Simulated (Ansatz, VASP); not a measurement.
## Two plane-wave programs on Ga2Te2O

```
Ga Te O
1.0
     5.23752    0.00000    0.00000
    -2.61876    4.53582    0.00000
     0.00000    0.00000    6.71863
Ga Te O
2 2 1
Direct
  0.00000 0.00000 0.23173
  0.00000 0.00000 0.76827
  0.33333 0.66667 0.00000
  0.66667 0.33333 0.00000
  0.00000 0.00000 0.50000
```

Alike in both runs: functional PBE; k mesh 6 × 6 × 4; occupations gaussian, width 0.1 eV; no spin polarisation.

Ansatz relaxed the structure, and its values are those at the end. VASP's run is a single point on that final structure, the one shown.

|  | VASP | Ansatz |
| --- | --- | --- |
| version | VASP 6.6.1 | Ansatz 0.2.0 |
| potentials or method | VASP PAW PBE potentials, release 64 (Ga_d, Te, O) | scalar-relativistic, plane waves, PAW |
| plane-wave cutoff (eV) | 520 | 420 |
| valence electrons in the cell | 44 | 64 |

```tsv
	VASP	Ansatz	Ansatz less VASP
gap on the k mesh at the Fermi level (eV)	none	none	-
pressure (GPa)	0.1	0.0	-0.01
rms of the force components (eV/Å)	0.024	0.012	-0.0129
```

A gap of «none» marks a metal or a gap that the smearing closes. The two sets of potentials don't hold the same shells in valence.

Spin-orbit coupling is left out, which matters for the levels of Te.
